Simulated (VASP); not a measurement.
GaN:

```xyz
4
Lattice="3.1800 0.0000 0.0000 -1.5900 2.7540 0.0000 0.0000 0.0000 5.1660" Properties=species:S:1:pos:R:3 pbc="T T T"
Ga    0.0000    1.8360    0.0000
Ga    1.5900    0.9180    2.5830
N     0.0000    1.8360    1.9373
N     1.5900    0.9180    4.5203
```

```yaml
Program: VASP 6.6.1
Task: relaxation of cell and atoms
Functional: PBE
Potentials_or_basis: VASP PAW PBE potentials, release 64 (Ga_d, N)
Cutoff: 520 eV
k_mesh: 12 × 12 × 6
Occupations: gaussian, width 0.02 eV
Spin: no spin polarisation
```

At the start: pressure 7.3 GPa; volume 11.31 Å³/atom.

Q: Where does the relaxation end?

A: Over 11 steps the energy falls by 10.4 meV/atom and the volume is 11.76 Å³/atom (+4.0 %); space group P6_3mc (No. 186, to 0.05 Å).

Step by step:
```csv
step,energy change (eV),largest force (eV/Å),pressure (GPa),volume (Å³)
1,0.0000,0.1347,7.34,45.24
2,-0.0110,0.0615,-5.54,48.72
3,-0.0416,0.0120,-0.06,47.06
4,-0.0416,0.0144,0.11,47.02
5,-0.0416,0.0058,0.11,47.02
6,-0.0416,0.0015,0.10,47.02
7,-0.0416,0.0011,-0.09,47.08
8,-0.0416,0.0022,0.00,47.05
9,-0.0416,0.0020,0.01,47.05
10,-0.0416,0.0009,-0.03,47.05
11,-0.0416,0.0013,0.00,47.05
```

Final structure:
```
Ga N
1.0
     3.21865    0.00000    0.00000
    -1.60933    2.78744    0.00000
     0.00000    0.00000    5.24447
Ga N
2 2
Direct
  0.33333 0.66667 0.99915
  0.66667 0.33333 0.49915
  0.33333 0.66667 0.37585
  0.66667 0.33333 0.87585
```
